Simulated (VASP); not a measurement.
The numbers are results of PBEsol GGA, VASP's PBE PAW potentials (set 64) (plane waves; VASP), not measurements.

VASP input:

File KPOINTS:
```
Automatic mesh
0
Gamma
5 5 9
0 0 0
```

**INCAR**
```
SYSTEM=V2Ge
PREC=Accurate; ENCUT=400; LREAL=.False.
LASPH=.True.
EDIFF=1E-6; NELM=100; ALGO=Normal
LMAXMIX=4
ISMEAR=1; SIGMA=0.1
GGA=PS
MAGMOM=0.3 0.3 0.3 -0.1 -0.1 -0.1 -0.0 0.0 0.0
ISPIN=2
IBRION=2; NSW=60; ISIF=3
EDIFFG=-0.02
LWAVE=.False.; LCHARG=.False.; LORBIT=10
```

**POSCAR**
```
V2Ge
1
    6.7304346774    -0.0000000000     0.0000000000
   -3.3652173388     5.8287282936     0.0000000000
   -0.0000000000    -0.0000000000     3.1118934446
V Ge
6 3
Direct
  0.2714315526   0.0000000000   0.0000000000
  1.0000000000   0.2714315526   0.0000000000
  0.7285684474   0.7285684474   0.0000000000
  0.6062288962   0.0000000000   0.5000000000
  1.0000000000   0.6062288962   0.5000000000
  0.3937711038   0.3937711038   0.5000000000
  0.0000000000   0.0000000000   0.5000000000
  0.3333330000   0.6666670000   1.0000000000
  0.6666670000   0.3333330000   0.0000000000
```

POTCAR, in this order: V_sv Ge_d (PBE.64 set). Program: vasp_std.

What VASP printed:

File OUTCAR:
```
 ion  position               nearest neighbor table
   1  0.271  0.000  0.000-   7 2.40   7 2.40   8 2.48   9 2.48   4 2.74   4 2.74   5 2.82   5 2.82
                             6 2.82   6 2.82
   2  0.000  0.271  0.000-   7 2.40   7 2.40   9 2.48   8 2.48   5 2.74   5 2.74   6 2.82   6 2.82
                             4 2.82   4 2.82
   3  0.729  0.729  0.000-   7 2.40   7 2.40   8 2.48   9 2.48   6 2.74   6 2.74   5 2.82   5 2.82
                             4 2.82   4 2.82
   4  0.606  0.000  0.500-   9 2.59   9 2.59   8 2.59   8 2.59   7 2.65   1 2.74   1 2.74   2 2.82
                             2 2.82   3 2.82   3 2.82
   5  0.000  0.606  0.500-   8 2.59   8 2.59   9 2.59   9 2.59   7 2.65   2 2.74   2 2.74   3 2.82
                             3 2.82   1 2.82   1 2.82
   6  0.394  0.394  0.500-   9 2.59   9 2.59   8 2.59   8 2.59   7 2.65   3 2.74   3 2.74   2 2.82
                             2 2.82   1 2.82   1 2.82
   7  0.000  0.000  0.500-   1 2.40   1 2.40   3 2.40   3 2.40   2 2.40   2 2.40   4 2.65   6 2.65
                             5 2.65
   8  0.333  0.667  0.000-   1 2.48   2 2.48   3 2.48   5 2.59   5 2.59   4 2.59   4 2.59   6 2.59
                             6 2.59
   9  0.667  0.333  0.000-   2 2.48   1 2.48   3 2.48   4 2.59   4 2.59   5 2.59   5 2.59   6 2.59
                             6 2.59
  LATTYP: Found a hexagonal cell.
 ALAT       =     6.7304346774
 C/A-ratio  =     0.4623614363
 Subroutine PRICEL returns:
 Original cell was already a primitive cell.
 Subroutine GETGRP returns: Found 12 space group operations
The static configuration has the point symmetry D_3h.
The dynamic configuration has the point symmetry D_3h.
The overall configuration has the point symmetry D_3h.
 Subroutine INISYM returns: Found 12 space group operations
 Subroutine IBZKPT returns following result:
 Found     25 irreducible k-points:

 Following reciprocal coordinates:
            Coordinates               Weight
  0.000000  0.000000  0.000000      1.000000
  0.200000  0.000000  0.000000      6.000000
  0.400000  0.000000  0.000000      6.000000
  0.200000  0.200000  0.000000      6.000000
  0.400000  0.200000  0.000000      6.000000
  0.000000  0.000000  0.111111      2.000000
  0.200000  0.000000  0.111111     12.000000
  0.400000  0.000000  0.111111     12.000000
  0.200000  0.200000  0.111111     12.000000
  0.400000  0.200000  0.111111     12.000000
  0.000000  0.000000  0.222222      2.000000
  0.200000  0.000000  0.222222     12.000000
  0.400000  0.000000  0.222222     12.000000
  0.200000  0.200000  0.222222     12.000000
  0.400000  0.200000  0.222222     12.000000
  0.000000  0.000000  0.333333      2.000000
  0.200000  0.000000  0.333333     12.000000
  0.400000  0.000000  0.333333     12.000000
  0.200000  0.200000  0.333333     12.000000
  0.400000  0.200000  0.333333     12.000000
  0.000000  0.000000  0.444444      2.000000
  0.200000  0.000000  0.444444     12.000000
  0.400000  0.000000  0.444444     12.000000
  0.200000  0.200000  0.444444     12.000000
  0.400000  0.200000  0.444444     12.000000
   k-points           NKPTS =     25   k-points in BZ     NKDIM =     25   number of bands    NBANDS=     72
   number of dos      NEDOS =    301   number of ions     NIONS =      9
   total plane-waves  NPLWV =  46080
   dimension x,y,z NGX =    48 NGY =   48 NGZ =   20
   dimension x,y,z NGXF=    96 NGYF=   96 NGZF=   40
   ions per type =               6   3
   PREC   = accura    normal or accurate (medium, high low for compatibility)
   ISTART =      0    job   : 0-new  1-cont  2-samecut
   ICHARG =      2    charge: 1-file 2-atom 10-const
   ISPIN  =      2    spin polarized calculation?
   LNONCOLLINEAR =      F non collinear calculations
   LSORBIT =      F    spin-orbit coupling
   INIWAV =      1    electr: 0-lowe 1-rand  2-diag
   ENCUT  =  400.0 eV  29.40 Ry    5.42 a.u.  10.98 10.98  5.07*2*pi/ulx,y,z
   NELM   =    100;   NELMIN=  2; NELMDL= -5     # of ELM steps
   EDIFF  = 0.1E-05   stopping-criterion for ELM
...
```

**OSZICAR**
```
       N       E                     dE             d eps       ncg     rms          rms(c)
DAV:   1     0.179111449660E+04    0.17911E+04   -0.52989E+04  9816   0.332E+03
DAV:   2     0.189950894173E+03   -0.16012E+04   -0.15612E+04  7200   0.950E+02
DAV:   3    -0.656967380953E+02   -0.25565E+03   -0.24652E+03  7712   0.273E+02
DAV:   4    -0.870745966035E+02   -0.21378E+02   -0.20943E+02  8928   0.820E+01
DAV:   5    -0.877675333678E+02   -0.69294E+00   -0.68970E+00  8744   0.167E+01    0.504E+01
DAV:   6    -0.813829560996E+02    0.63846E+01   -0.13040E+02  8936   0.533E+01    0.298E+01
DAV:   7    -0.938701581803E+02   -0.12487E+02   -0.23183E+02  9240   0.529E+01    0.444E+01
DAV:   8    -0.760568028258E+02    0.17813E+02   -0.93981E+01  9184   0.339E+01    0.113E+01
DAV:   9    -0.752292131873E+02    0.82759E+00   -0.64279E+00  9192   0.104E+01    0.378E+00
DAV:  10    -0.751408886306E+02    0.88325E-01   -0.67791E-01  8872   0.369E+00    0.999E-01
DAV:  11    -0.751370230838E+02    0.38655E-02   -0.39054E-02  9336   0.931E-01    0.394E-01
DAV:  12    -0.751367234473E+02    0.29964E-03   -0.34879E-03  9480   0.347E-01    0.230E-01
DAV:  13    -0.751366709769E+02    0.52470E-04   -0.93448E-04  9256   0.156E-01    0.131E-01
DAV:  14    -0.751368430645E+02   -0.17209E-03   -0.54296E-04  9280   0.956E-02    0.109E-01
DAV:  15    -0.751367858085E+02    0.57256E-04   -0.33804E-05  8432   0.361E-02    0.107E-01
DAV:  16    -0.751366157523E+02    0.17006E-03   -0.17705E-04  8664   0.545E-02    0.108E-01
DAV:  17    -0.751360478299E+02    0.56792E-03   -0.35225E-03  9080   0.230E-01    0.996E-02
DAV:  18    -0.751359337875E+02    0.11404E-03   -0.26466E-03  9328   0.177E-01    0.221E-02
DAV:  19    -0.751359485515E+02   -0.14764E-04   -0.14983E-04  8296   0.751E-02    0.195E-02
DAV:  20    -0.751359468329E+02    0.17186E-05   -0.37875E-05  8296   0.265E-02    0.521E-03
DAV:  21    -0.751359468815E+02   -0.48596E-07   -0.56679E-06  7568   0.933E-03
   1 F= -.75135947E+02 E0= -.75135428E+02  d E =-.751359E+02  mag=    -0.0003
       N       E                     dE             d eps       ncg     rms          rms(c)
DAV:   1    -0.751789623483E+02   -0.43016E-01   -0.29178E+00  8528   0.161E+01    0.213E+00
DAV:   2    -0.751522595449E+02    0.26703E-01   -0.46376E-01  7824   0.418E+00    0.123E+00
DAV:   3    -0.751882153624E+02   -0.35956E-01   -0.36806E-01  9264   0.319E+00    0.252E+00
DAV:   4    -0.751388571620E+02    0.49358E-01   -0.19212E-01  9040   0.284E+00    0.265E-01
DAV:   5    -0.751379732093E+02    0.88395E-03   -0.85104E-03  9136   0.505E-01    0.101E-01
DAV:   6    -0.751378787500E+02    0.94459E-04   -0.56343E-04  9000   0.188E-01    0.592E-02
DAV:   7    -0.751378700247E+02    0.87253E-05   -0.10150E-04  8632   0.681E-02    0.198E-02
DAV:   8    -0.751378681884E+02    0.18363E-05   -0.16079E-05  8848   0.297E-02    0.917E-03
DAV:   9    -0.751378684428E+02   -0.25441E-06   -0.10522E-06  5736   0.650E-03
   2 F= -.75137868E+02 E0= -.75137435E+02  d E =-.192156E-02  mag=    -0.0012
       N       E                     dE             d eps       ncg     rms          rms(c)
DAV:   1    -0.751417476230E+02   -0.38794E-02   -0.24736E-01  8544   0.470E+00    0.617E-01
DAV:   2    -0.751396483846E+02    0.20992E-02   -0.40531E-02  7832   0.123E+00    0.385E-01
DAV:   3    -0.751425267886E+02   -0.28784E-02   -0.32471E-02  9280   0.104E+00    0.738E-01
DAV:   4    -0.751383499538E+02    0.41768E-02   -0.16604E-02  8976   0.667E-01    0.762E-02
DAV:   5    -0.751382732812E+02    0.76673E-04   -0.68304E-04  8864   0.144E-01    0.284E-02
DAV:   6    -0.751382637857E+02    0.94954E-05   -0.49743E-05  9080   0.531E-02    0.179E-02
DAV:   7    -0.751382611449E+02    0.26409E-05   -0.10537E-05  8504   0.224E-02    0.647E-03
DAV:   8    -0.751382610454E+02    0.99491E-07   -0.20324E-06  5656   0.999E-03
   3 F= -.75138261E+02 E0= -.75137805E+02  d E =-.231416E-02  mag=    -0.0047
       N       E                     dE             d eps       ncg     rms          rms(c)
DAV:   1    -0.751438919076E+02   -0.56308E-02   -0.76663E-01  8600   0.841E+00    0.839E-01
DAV:   2    -0.751402034535E+02    0.36885E-02   -0.93024E-02  7328   0.190E+00    0.250E-01
DAV:   3    -0.751399587711E+02    0.24468E-03   -0.69739E-03  9472   0.568E-01    0.312E-01
DAV:   4    -0.751394432650E+02    0.51551E-03   -0.56890E-03  9240   0.425E-01    0.180E-01
DAV:   5    -0.751390614500E+02    0.38182E-03   -0.14880E-03  9408   0.232E-01    0.477E-02
DAV:   6    -0.751390300943E+02    0.31356E-04   -0.21793E-04  9008   0.851E-02    0.248E-02
DAV:   7    -0.751390251889E+02    0.49053E-05   -0.23268E-05  9112   0.386E-02    0.957E-03
DAV:   8    -0.751390257256E+02   -0.53669E-06   -0.31850E-06  7096   0.933E-03
   4 F= -.75139026E+02 E0= -.75138595E+02  d E =-.764680E-03  mag=    -0.0174
```

**OUTCAR**
```
------------------------ aborting loop because EDIFF is reached ----------------------------------------
  FORCE on cell =-STRESS in cart. coord.  units (eV):
  Direction    XX          YY          ZZ          XY          YZ          ZX
  --------------------------------------------------------------------------------------
  Total       -0.1604427     -0.1604428      0.1790206      0.0000000     -0.0000000      0.0000000
  in kB       -2.1091354     -2.1091360      2.3533555      0.0000000     -0.0000000      0.0000000
  external PRESSURE =      -0.6216386 kB  Pullay stress =       0.0000000 kB
  volume of cell :      121.88
      direct lattice vectors                 reciprocal lattice vectors
     6.724784450  0.000000000  0.000000000     0.148703651  0.085854080  0.000000000
    -3.362392225  5.823835051 -0.000000000    -0.000000000  0.171708160 -0.000000000
    -0.000000000  0.000000000  3.111993423    -0.000000000  0.000000000  0.321337440
 POSITION                                       TOTAL-FORCE (eV/Angst)
 -----------------------------------------------------------------------------------
      1.81481      0.00000      0.00000         0.013457      0.000000      0.000000
     -0.90740      1.57167     -0.00000        -0.006729      0.011654     -0.000000
      2.45499      4.25217      3.11199        -0.006729     -0.011654      0.000000
      4.07445      0.00000      1.55600         0.001786      0.000000      0.000000
     -2.03723      3.52858      1.55600        -0.000893      0.001547     -0.000000
      1.32517      2.29525      1.55600        -0.000893     -0.001547      0.000000
     -0.00000      0.00000      1.55600         0.000000     -0.000000      0.000000
     -0.00000      3.88256      3.11199         0.000000      0.000000     -0.000000
      3.36240      1.94128     -0.00000         0.000000     -0.000000      0.000000
 -----------------------------------------------------------------------------------
    total drift:                                0.000002      0.000011     -0.000006
  FREE ENERGIE OF THE ION-ELECTRON SYSTEM (eV)
  ---------------------------------------------------
  free  energy   TOTEN  =       -75.1390257256 eV

  energy  without entropy=      -75.1377346131  energy(sigma->0) =      -75.13859535

 total charge

# of ion       s       p       d       tot
------------------------------------------
    1        2.277   6.245   3.153  11.675
    2        2.277   6.245   3.153  11.675
    3        2.277   6.245   3.153  11.675
    4        2.248   6.203   3.081  11.533
    5        2.248   6.203   3.081  11.533
    6        2.248   6.203   3.081  11.533
    7        1.143   1.555  10.142  12.840
    8        1.122   1.443  10.088  12.652
    9        1.122   1.443  10.088  12.652
--------------------------------------------------
tot         16.963  41.786  49.019 107.768

 magnetization (x)

# of ion       s       p       d       tot
------------------------------------------
    1       -0.000  -0.000  -0.005  -0.005
    2       -0.000  -0.000  -0.005  -0.005
    3       -0.000  -0.000  -0.005  -0.005
    4        0.000  -0.000   0.000   0.000
    5        0.000  -0.000   0.000   0.000
    6        0.000  -0.000   0.000   0.000
    7        0.000   0.000  -0.000   0.000
    8        0.000  -0.000  -0.000  -0.000
    9        0.000  -0.000  -0.000  -0.000
--------------------------------------------------
tot         -0.000  -0.001  -0.015  -0.015

 reached required accuracy - stopping structural energy minimisation
```
(Selected blocks of OUTCAR.)

File CONTCAR:
```
V2Ge
   1.00000000000000
     6.7247844504486167    0.0000000000000973    0.0000000000000000
    -3.3623922253241405    5.8238350512904695   -0.0000000000000000
    -0.0000000000000000    0.0000000000000000    3.1119934228718011
  V               Ge
     6     3
Direct
     0.2698683489173011    0.0000000000000000    0.0000000000000000
     0.0000000000000401    0.2698683489173814    0.0000000000000000
     0.7301316510826588    0.7301316510826186    1.0000000000000000
     0.6058860664791196    0.0000000000000000    0.5000000000000000
     0.0000000000000090    0.6058860664791376    0.5000000000000000
     0.3941139335208714    0.3941139335208624    0.5000000000000000
     0.0000000000000000    0.0000000000000000    0.5000000000000000
     0.3333330000000032    0.6666669999999968    1.0000000000000000
     0.6666669999999968    0.3333330000000032    0.0000000000000000
```

File OUTCAR:
```
 val. band max:        9.9207006268   @ k =   0.0000   0.0000   0.1111

 cond. band min:       9.9343523533   @ k =   0.4000   0.2000   0.1111


 Fermi energy:         9.9259539139

 spin component 1

 k-point     1 :       0.0000    0.0000    0.0000
  band No.  band energies     occupation
      1     -54.0542      1.00000
      2     -54.0414      1.00000
      3     -54.0413      1.00000
      4     -53.7372      1.00000
      5     -53.7372      1.00000
      6     -53.7339      1.00000
      7     -28.1794      1.00000
      8     -28.0959      1.00000
      9     -28.0958      1.00000
     10     -28.0579      1.00000
     11     -28.0172      1.00000
     12     -28.0096      1.00000
     13     -28.0096      1.00000
     14     -27.9807      1.00000
     15     -27.9805      1.00000
     16     -27.7789      1.00000
     17     -27.7789      1.00000
     18     -27.6894      1.00000
     19     -27.6880      1.00000
     20     -27.6528      1.00000
     21     -27.6528      1.00000
     22     -27.6381      1.00000
     23     -27.6381      1.00000
     24     -27.6087      1.00000
     25     -14.2231      1.00000
     26     -14.2171      1.00000
     27     -14.1676      1.00000
     28     -14.1676      1.00000
     29     -14.1624      1.00000
     30     -14.1624      1.00000
     31     -14.1353      1.00000
     32     -14.1353      1.00000
     33     -14.1275      1.00000
     34     -14.1275      1.00000
     35     -13.9483      1.00000
     36     -13.9198      1.00000
     37     -13.9198      1.00000
     38     -13.8811      1.00000
     39     -13.8811      1.00000
     40      -1.5943      1.00000
     41       0.1675      1.00000
     42       0.3023      1.00000
     43       4.9152      1.00000
     44       4.9153      1.00000
     45       5.2315      1.00000
     46       5.2316      1.00000
     47       6.8364      1.00000
     48       6.8364      1.00000
     49       7.4615      1.00000
...
```

The structure was generated: V2Ge was put into the Fe2P type (P-62m), which need not be its known phase. This run relaxes it. Symmetry was kept, so distortions that lower it aren't found. The start is the result of an earlier pass.
